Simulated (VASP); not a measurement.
Consider the following.

```yaml
crystal:
  lattice:
    - [4.60084, 0.00000, 0.00000]
    - [-2.30042, 3.98445, 0.00000]
    - [0.00000, 0.00000, 7.17713]
  atoms:
    - { symbol: Ni, position: [0.50000, 0.00000, 0.00000] }
    - { symbol: Ni, position: [0.50000, 0.50000, 0.33333] }
    - { symbol: Ni, position: [0.00000, 0.50000, 0.66667] }
    - { symbol: Ge, position: [0.16915, 0.33831, 0.00000] }
    - { symbol: Ge, position: [0.83085, 0.16915, 0.33333] }
    - { symbol: Ge, position: [0.66169, 0.83085, 0.66667] }
    - { symbol: Ge, position: [0.83085, 0.66169, 0.00000] }
    - { symbol: Ge, position: [0.16915, 0.83085, 0.33333] }
    - { symbol: Ge, position: [0.33831, 0.16915, 0.66667] }
```

The numbers are results of r2SCAN meta-GGA, VASP's PBE PAW potentials (set 64) (plane waves; VASP), not measurements. Run with 400 eV cut-off, 9×9×5 Γ-centred mesh, tetrahedra with Blöchl corrections, potentials Ni Ge_d.

The cores are frozen, which limits the accuracy of field gradients.

Question: Give the principal components of the electric field gradient (V/Å²) and the asymmetry η at each nucleus.

Answer: 
```json
[
 {"atom": "Ni1", "Vxx": "5.0", "Vyy": "4.4", "Vzz": "-9.4", "η": "0.06"},
 {"atom": "Ni2", "Vxx": "5.0", "Vyy": "4.5", "Vzz": "-9.4", "η": "0.05"},
 {"atom": "Ni3", "Vxx": "5.0", "Vyy": "4.4", "Vzz": "-9.4", "η": "0.06"},
 {"atom": "Ge4", "Vxx": "-15.4", "Vyy": "-12.0", "Vzz": "27.4", "η": "0.12"},
 {"atom": "Ge5", "Vxx": "-15.4", "Vyy": "-12.0", "Vzz": "27.4", "η": "0.12"},
 {"atom": "Ge6", "Vxx": "-15.4", "Vyy": "-12.0", "Vzz": "27.4", "η": "0.12"},
 {"atom": "Ge7", "Vxx": "-15.4", "Vyy": "-12.0", "Vzz": "27.4", "η": "0.12"},
 {"atom": "Ge8", "Vxx": "-15.4", "Vyy": "-12.0", "Vzz": "27.4", "η": "0.12"},
 {"atom": "Ge9", "Vxx": "-15.4", "Vyy": "-12.0", "Vzz": "27.4", "η": "0.12"}
]
```

The structure was generated: NiGe2 was put into the CrSi2 type (P6_222), which need not be its known phase. It was relaxed first, which changed the volume by +8 %. The run is not spin-polarised, so no magnetic state was tried.
